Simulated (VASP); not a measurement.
# AgF4 (P4/mmm) in VASP: notebook

One crystal, AgF4, is run at these levels: PBE, RPBE; tasks: relaxation of cell and atoms, relaxation of the atoms.

All numbers are computed with VASP 6.6.1; they aren't measurements. Logs are shortened: lines on timing, memory, paths and dates and some standing lists are left out, and cuts for length are marked.

## Step 1: Starting point

It takes space group P4/mmm (No. 123, tetragonal). The conventional cell has a = 3.621 Å, b = 3.621 Å, c = 5.299 Å, α = 90.00°, β = 90.00°, γ = 90.00°. Ag (site symmetry 4/mmm) has 8 F at 2.17 Å as nearest neighbours. F (site symmetry 2mm) is surrounded by 2 Ag at 2.17 Å and 1 F at 2.40 Å.

The cell was built by a generator and needn't be a form met in nature.

## Step 2: Relaxation of cell and atoms, PBE

The input, INCAR:

```
PREC = Accurate
ENCUT = 600
EDIFF = 1E-6
ISMEAR = 0
SIGMA = 0.05
LREAL = F
LASPH = T
NELM = 80
ALGO = Normal
ISIF = 3
LWAVE = F
LCHARG = F
GGA = PE
IBRION = 2
NSW = 60
EDIFFG = -0.005
```

The input, KPOINTS:

```
Automatic mesh
0
Gamma
  7 7 5
```

The input, POSCAR:

```
AgF4
1.0
    3.6206400000      0.0000000000      0.0000000000
    0.0000000000      3.6206400000      0.0000000000
    0.0000000000      0.0000000000      5.2994100000
Ag F
1 4
Direct
    0.0000000000      0.0000000000      0.0000000000
    0.5000000000      0.0000000000      0.2266600000
    0.0000000000      0.5000000000      0.7733400000
    0.5000000000      0.0000000000      0.7733400000
    0.0000000000      0.5000000000      0.2266600000
```

Potentials or basis: VASP PAW PBE potentials, release 64 (Ag, F).

Started as:

```bash
$ cat potpaw_PBE.64/Ag/POTCAR potpaw_PBE.64/F/POTCAR > POTCAR
$ mpirun -np 1 vasp_std > vasp.out
```

OUTCAR:

```text
PREC = Accurate
   ENCUT = 600
   EDIFF = 1E-6
   ISMEAR = 0
   LREAL = F
   LASPH = T
   NELM = 80
   ISIF = 3
   GGA = PE
   IBRION = 2
   NSW = 60
   EDIFFG = -0.005

 ion  position               nearest neighbor table
   1  0.000  0.000  0.000-   2 2.17   3 2.17   4 2.17   5 2.17   3 2.17   5 2.17   2 2.17   4 2.17

   2  0.500  0.000  0.227-   1 2.17   1 2.17
   3  0.000  0.500  0.773-   1 2.17   1 2.17
   4  0.500  0.000  0.773-   1 2.17   1 2.17
   5  0.000  0.500  0.227-   1 2.17   1 2.17

  LATTYP: Found a simple tetragonal cell.
 ALAT       =     3.6206400000
 C/A-ratio  =     1.4636666446

  Lattice vectors:

 A1 = (   3.6206400000,   0.0000000000,   0.0000000000)
 A2 = (   0.0000000000,   3.6206400000,   0.0000000000)
 A3 = (   0.0000000000,   0.0000000000,   5.2994100000)

Analysis of symmetry for initial positions (statically):
=====================================================================
 Subroutine PRICEL returns:
 Original cell was already a primitive cell.

 Routine SETGRP: Setting up the symmetry group for a
 simple tetragonal supercell.

 Subroutine GETGRP returns: Found 16 space group operations
 (whereof 16 operations were pure point group operations)
 out of a pool of 16 trial point group operations.

The static configuration has the point symmetry D_4h.

Analysis of symmetry for dynamics (positions and initial velocities):
=====================================================================
 Subroutine PRICEL returns:
 Original cell was already a primitive cell.

 Routine SETGRP: Setting up the symmetry group for a
 simple tetragonal supercell.

 Subroutine GETGRP returns: Found 16 space group operations
 (whereof 16 operations were pure point group operations)
 out of a pool of 16 trial point group operations.

The dynamic configuration has the point symmetry D_4h.

 Subroutine INISYM returns: Found 16 space group operations
 (whereof 16 operations are pure point group operations),
 and found     1 'primitive' translations

----------------------------------------------------------------------------------------

                                     Primitive cell

  volume of cell :      69.4701

  direct lattice vectors                    reciprocal lattice vectors
     3.620640000  0.000000000  0.000000000     0.276194264  0.000000000  0.000000000
     0.000000000  3.620640000  0.000000000     0.000000000  0.276194264  0.000000000
     0.000000000  0.000000000  5.299410000     0.000000000  0.000000000  0.188700252

  length of vectors
     3.620640000  3.620640000  5.299410000     0.276194264  0.276194264  0.188700252

  position of ions in fractional coordinates (direct lattice)
     0.000000000  0.000000000  0.000000000
     0.500000000  0.000000000  0.226660000
     0.000000000  0.500000000  0.773340000
     0.500000000  0.000000000  0.773340000
     0.000000000  0.500000000  0.226660000

  ion indices of the primitive-cell ions
   primitive index   ion index
                 1           1
                 2           2
                 3           3
                 4           4
                 5           5

----------------------------------------------------------------------------------------

 KPOINTS: Automatic mesh

Automatic generation of k-mesh.
 Grid dimensions read from file:
 generate k-points for:    7    7    5

 Generating k-lattice:

  Cartesian coordinates                     Fractional coordinates (reciprocal lattice)
     0.039456323  0.000000000  0.000000000     0.142857143  0.000000000  0.000000000
     0.000000000  0.039456323  0.000000000     0.000000000  0.142857143  0.000000000
     0.000000000  0.000000000  0.037740050     0.000000000  0.000000000  0.200000000

  Length of vectors
     0.039456323  0.039456323  0.037740050

  Shift w.r.t. Gamma in fractional coordinates (k-lattice)
     0.000000000  0.000000000  0.000000000

 Subroutine IBZKPT returns following result:
 ===========================================

 Found     30 irreducible k-points:

 Following reciprocal coordinates:
            Coordinates               Weight
  0.000000  0.000000  0.000000      1.000000
  0.142857  0.000000  0.000000      4.000000
  0.285714  0.000000  0.000000      4.000000
  0.428571  0.000000  0.000000      4.000000
  0.142857  0.142857  0.000000      4.000000
  0.285714  0.142857  0.000000      8.000000
[... 16 lines left out ...]
  0.285714  0.000000  0.400000      8.000000
  0.428571  0.000000  0.400000      8.000000
 [... further k-points ...]
   k-points           NKPTS =     30   k-points in BZ     NKDIM =     30   number of bands    NBANDS=     23
   number of dos      NEDOS =    301   number of ions     NIONS =      5
   total plane-waves  NPLWV =  37800
   dimension x,y,z NGX =    30 NGY =   30 NGZ =   42
   dimension x,y,z NGXF=    60 NGYF=   60 NGZF=   84
   ions per type =               1   4
   NGX,Y,Z   is equivalent  to a cutoff of  13.77, 13.77, 13.18 a.u.
   NGXF,Y,Z  is equivalent  to a cutoff of  27.55, 27.55, 26.35 a.u.
 SYSTEM =  unknown system
   PREC   = accura    normal or accurate (medium, high low for compatibility)
   ISTART =      0    job   : 0-new  1-cont  2-samecut
   ICHARG =      2    charge: 1-file 2-atom 10-const
   ISPIN  =      1    spin polarized calculation?
   LNONCOLLINEAR =      F non collinear calculations
   LSORBIT =      F    spin-orbit coupling
   LASPH  =      T    aspherical Exc in radial PAW
   ENCUT  =  600.0 eV  44.10 Ry    6.64 a.u.   7.23  7.23 10.58*2*pi/ulx,y,z
   NELM   =     80;   NELMIN=  2; NELMDL= -5     # of ELM steps
   EDIFF  = 0.1E-05   stopping-criterion for ELM
   LREAL  =      F    real-space projection
   EDIFFG = -.5E-02   stopping-criterion for IOM
   NSW    =     60    number of steps for IOM
   IBRION =      2    ionic relax: 0-MD 1-quasi-New 2-CG
   NFREE  =      1    steps in history (QN), initial steepest desc. (CG)
   ISIF   =      3    stress and relaxation
   ISYM   =      2    0-nonsym 1-usesym 2-fastsym
   POTIM  = 0.5000    time-step for ionic-motion
   TEBEG  =    0.0;   TEEND  =   0.0 temperature during run
   PSTRESS=    0.0 pullay stress
   NELECT =      39.0000    total number of electrons
   NUPDOWN=      -1.0000    fix difference up-down
   EMIN   =  10.00;   EMAX   =-10.00  energy-range for DOS
   EFERMI =   0.00;   METHOD = LEGACY
   ISMEAR =     0;   SIGMA  =   0.05  broadening in eV -4-tet -1-fermi 0-gaus
   EFERMI_NEDOS =   21; number of points for ismear=-14 and -15
   IALGO  =     38    algorithm
   IMIX   =      4    mixing-type and parameters
     AMIX     =   0.40;   BMIX     =  1.00
     AMIX_MAG =   1.60;   BMIX_MAG =  1.00
  volume/ion in A,a.u.               =      13.89        93.76
  Fermi-wavevector in a.u.,A,eV,Ry     =   1.350507  2.552089 24.815260  1.823870
  Thomas-Fermi vector in A             =   2.478006
   LORBIT       =      0    0 simple, 1 ext, 2 COOP (PROOUT), +10 PAW based schemes
   GGA     = PE    functional components
   LHFCALC =     F    Hartree Fock is set to
   AEXX    =    0.0000 exact exchange contribution
   IVDW    =     0    specifies the selected vdW correction
   LEPSILON=     F    determine dielectric tensor
   LRPA    =     F    only Hartree local field effects (RPA)
 conjugate gradient relaxation of ions
 non-spin polarized calculation
 Gauss-broadening in eV      SIGMA  =   0.05
  energy-cutoff  :      600.00
  volume of cell :       69.47
 maximum number of plane-waves:      2333
 NGX is ok and might be reduce to    30
   NGX = 15   NGY = 15   NGZ = 21

--------------------------------------- Ionic step        1  -------------------------------------------

 number of electron      38.9999989 magnetization

 Free energy of the ion-electron system (eV)
  ---------------------------------------------------
  ext. energy  EPLUGINS =         0.00000000
  ---------------------------------------------------
  free energy    TOTEN  =       -12.43267187 eV

  energy without entropy =      -12.41893298  energy(sigma->0) =      -12.42580242

------------------------ aborting loop because EDIFF is reached ----------------------------------------

  FORCE on cell =-STRESS in cart. coord.  units (eV):
  Direction    XX          YY          ZZ          XY          YZ          ZX
  --------------------------------------------------------------------------------------
  -------------------------------------------------------------------------------------
  Total       -0.1246759     -0.1246759     -0.1243071      0.0000000      0.0000000     -0.0000000
  in kB       -2.8753784     -2.8753784     -2.8668720      0.0000000      0.0000000     -0.0000000
  external PRESSURE =      -2.8725430 kB  Pullay stress =       0.0000000 kB
[... 98 lines left out ...]
  FREE ENERGIE OF THE ION-ELECTRON SYSTEM (eV)
  ---------------------------------------------------
  free  energy   TOTEN  =       -12.4330785540 eV

  energy  without entropy=      -12.4195486125  energy(sigma->0) =      -12.42631358

[... ionic steps 4 to 19 ...]

--------------------------------------- Ionic step       20  -------------------------------------------

 number of electron      38.9999952 magnetization

------------------------ aborting loop because EDIFF is reached ----------------------------------------

  FORCE on cell =-STRESS in cart. coord.  units (eV):
  Direction    XX          YY          ZZ          XY          YZ          ZX
  --------------------------------------------------------------------------------------
  -------------------------------------------------------------------------------------
  Total       -0.0073232     -0.0073232      0.0246230      0.0000000      0.0000000      0.0000000
  in kB       -0.1805436     -0.1805436      0.6070493      0.0000000      0.0000000      0.0000000
  external PRESSURE =       0.0819874 kB  Pullay stress =       0.0000000 kB
[... 63 lines left out ...]
  energy  without entropy=      -12.4359965470  energy(sigma->0) =      -12.43991398

--------------------------------------- Ionic step       22  -------------------------------------------

 number of electron      38.9999952 magnetization

 Free energy of the ion-electron system (eV)
  ---------------------------------------------------
  ext. energy  EPLUGINS =         0.00000000
  ---------------------------------------------------
  free energy    TOTEN  =       -12.44382961 eV

  energy without entropy =      -12.43595337  energy(sigma->0) =      -12.43989149

 E-fermi :  -1.1750     XC(G=0):  -9.6582

 val. band max:       -1.1815631379   @ k =   0.2857   0.1429   0.0000
 cond. band min:      -1.1734738863   @ k =   0.0000   0.0000   0.2000
 fundamental gap:      0.0080892516
 Fermi energy:        -1.1749890705

 k-point     1 :       0.0000    0.0000    0.0000
  band No.  band energies     occupation
      1     -22.6692      2.00000
      2     -21.9132      2.00000
      3     -21.8143      2.00000
      4     -21.1788      2.00000
      5      -6.5638      2.00000
      6      -6.5638      2.00000
[... 613 lines left out ...]
     22       8.0436      0.00000
     23      10.4545      0.00000

 [... further k-points ...]

------------------------ aborting loop because EDIFF is reached ----------------------------------------

  FORCE on cell =-STRESS in cart. coord.  units (eV):
  Direction    XX          YY          ZZ          XY          YZ          ZX
  --------------------------------------------------------------------------------------
  -------------------------------------------------------------------------------------
  Total       -0.0220306     -0.0220306     -0.0038822      0.0000000      0.0000000      0.0000000
  in kB       -0.5426756     -0.5426756     -0.0956307      0.0000000      0.0000000      0.0000000
  external PRESSURE =      -0.3936606 kB  Pullay stress =       0.0000000 kB
[... 20 lines left out ...]
  FREE ENERGIE OF THE ION-ELECTRON SYSTEM (eV)
  ---------------------------------------------------
  free  energy   TOTEN  =       -12.4438296073 eV

  energy  without entropy=      -12.4359533680  energy(sigma->0) =      -12.43989149

 reached required accuracy - stopping structural energy minimisation
```

Run time: 5.2 min. Hardware: 1 thread of Intel Xeon 6975P-C (Granite Rapids), shared host; peak memory 0.23 GiB.

What came out:

| Property | Result |
| --- | --- |
| Free energy | -12.4438 eV |
| Relaxed volume | 13.01 Å³/atom |
| Relaxed cell | a = 3.640 Å, b = 3.640 Å, c = 4.909 Å, α = 90.00°, β = 90.00°, γ = 90.00° |
| Space group after relaxing (to 0.05 Å) | P4/mmm (No. 123) |
| Energy gained by relaxing | 2.2 meV/atom |
| Ionic steps | 22 |
| Pressure after relaxing | 0.0 GPa |
| Largest force after relaxing | 0.005 eV/Å |
| Band gap on the k mesh | none (metal or under the smearing width) |

Forces in eV/Å, atoms in the order of the input:
```
Ag   0.000  0.000  0.000
F    0.000  0.000  0.005
F    0.000  0.000 -0.005
F    0.000  0.000 -0.005
F    0.000  0.000  0.005
```

Step by step:
| step | energy change (eV) | largest force (eV/Å) | pressure (GPa) | volume (Å³) |
| --- | --- | --- | --- | --- |
| 1 | 0.0000 | 0.0175 | -0.29 | 69.47 |
| 2 | -0.0003 | 0.0294 | -0.06 | 69.22 |
| 3 | -0.0004 | 0.0362 | 0.07 | 69.08 |
| 4 | -0.0007 | 0.0253 | 0.05 | 68.98 |
| 5 | -0.0011 | 0.0100 | 0.02 | 68.83 |
| 6 | -0.0015 | 0.0171 | -0.06 | 68.53 |
| 7 | -0.0018 | 0.0157 | -0.06 | 68.47 |
| 8 | -0.0025 | 0.0116 | -0.04 | 68.26 |
| 9 | -0.0038 | 0.0018 | -0.01 | 67.85 |
| 10 | -0.0060 | 0.0194 | 0.10 | 67.03 |
| 11 | -0.0086 | 0.0769 | 0.63 | 65.37 |
| 12 | -0.0084 | 0.0961 | 0.87 | 64.80 |
| 13 | -0.0086 | 0.0877 | 0.72 | 65.08 |
| 14 | -0.0089 | 0.0830 | 0.73 | 65.00 |
| 15 | -0.0096 | 0.0729 | 0.67 | 64.78 |
| 16 | -0.0100 | 0.0486 | 0.58 | 64.32 |
| 17 | -0.0100 | 0.0571 | 0.59 | 64.46 |
| 18 | -0.0104 | 0.0471 | 0.47 | 64.57 |
| 19 | -0.0111 | 0.0177 | 0.08 | 64.90 |
| 20 | -0.0112 | 0.0098 | 0.01 | 64.99 |
| 21 | -0.0112 | 0.0077 | 0.02 | 65.01 |
| 22 | -0.0112 | 0.0048 | -0.04 | 65.04 |

Final structure:
```
Ag F
1.0
     3.64008    0.00000    0.00000
     0.00000    3.64008    0.00000
     0.00000    0.00000    4.90879
Ag F
1 4
Direct
  0.00000 0.00000 0.00000
  0.50000 0.00000 0.24484
  0.00000 0.50000 0.75516
  0.50000 0.00000 0.75516
  0.00000 0.50000 0.24484
```

Caveat: an odd number of electrons without spin polarisation forces a metal; a magnetic or distorted state may lie lower.

## Step 3: Relaxation of the atoms, RPBE

The input, INCAR:

```
SYSTEM = AgF4
  PREC = Accurate
  ENCUT = 520
  EDIFF = 1E-7
  ISMEAR = 0
  SIGMA = 0.05
  LREAL = .FALSE.
  LASPH = .TRUE.
  NELM = 100
  ALGO = Normal
  ISIF = 2
  LWAVE = .FALSE.
  LCHARG = .FALSE.
  GGA = RP
  IBRION = 2
  NSW = 40
  EDIFFG = -0.005
```

The input, KPOINTS:

```
regular mesh
0
G
  7 7 5
  0 0 0
```

POSCAR is that of step 2.

Potentials or basis: VASP PAW PBE potentials, release 64 (Ag, F).

Started as:

```bash
$ cat potpaw_PBE.64/Ag/POTCAR potpaw_PBE.64/F/POTCAR > POTCAR
$ mpirun -np 1 vasp_std > vasp.out
```

It took 50 s on 1 thread of Intel Xeon 6975P-C (Granite Rapids), shared host; peak memory 0.2 GiB.

The run converged. Its results:

- Free energy: -10.9920 eV
- Energy gained by relaxing: 2.0 meV/atom
- Ionic steps: 3
- Pressure after relaxing: 2.5 GPa
- Largest force after relaxing: 0.003 eV/Å
- Band gap on the k mesh: none (metal or under the smearing width)

Forces in eV/Å, atoms in the order of the input:
```
Ag   0.000  0.000  0.000
F    0.000  0.000 -0.003
F    0.000  0.000  0.003
F    0.000  0.000  0.003
F    0.000  0.000 -0.003
```

Stress tensor (GPa, compression positive):
```
3.30 0.00 0.00
0.00 3.30 0.00
0.00 0.00 0.97
```

Step by step:
```tsv
step	energy change (eV)	largest force (eV/Å)	pressure (GPa)
1	0.0000	0.2063	3.66
2	-0.0065	0.1208	3.20
3	-0.0101	0.0034	2.52
```

Final structure:
```
Ag F
1.0
     3.62064    0.00000    0.00000
     0.00000    3.62064    0.00000
     0.00000    0.00000    5.29941
Ag F
1 4
Direct
  0.00000 0.00000 0.00000
  0.50000 0.00000 0.23145
  0.00000 0.50000 0.76855
  0.50000 0.00000 0.76855
  0.00000 0.50000 0.23145
```

Levels at points of the mesh, in eV from the Fermi level:
```
           k point  band 15  band 16  band 17  band 18  band 19  band 20  band 21  band 22  band 23
(0.00, 0.00, 0.00)    -0.86    -0.81    -0.81    -0.52    -0.10     0.37     0.37     6.60    12.57
```

Caveat: the PAW data sets were made with another functional, which shifts forces and pressure a little; an odd number of electrons without spin polarisation forces a metal; a magnetic or distorted state may lie lower.

## Step 4: The reference run

An earlier run on the cell as given: functional PBE; potentials or basis VASP PAW PBE potentials, release 64 (Ag, F); cutoff 520 eV; k mesh 7 × 7 × 5; occupations fermi-dirac, width 0.05 eV; no spin polarisation.

- Pressure: 0.0 GPa
- Largest force: 0.029 eV/Å
- Band gap on the k mesh: none (metal or under the smearing width)

## Step 5: Overview

```tsv
task	level	cell	cutoff (eV)	smearing	gap on the mesh (eV)	pressure (GPa)
relaxation of cell and atoms	PBE	relaxed	600	gaussian 0.05 eV	none	0.0
relaxation of the atoms	RPBE	atoms relaxed	520	gaussian 0.05 eV	none	2.5
single point	PBE	as given	520	fermi-dirac 0.05 eV	none	0.0
```

Alike in all rows: potentials or basis VASP PAW PBE potentials, release 64 (Ag, F); no spin polarisation; k mesh 7 × 7 × 5.

Caveats: an odd number of electrons without spin polarisation forces a metal; a magnetic or distorted state may lie lower; the PAW data sets were made with another functional, which shifts forces and pressure a little (some runs).

Absolute energies hang on the potentials; compare differences alone.
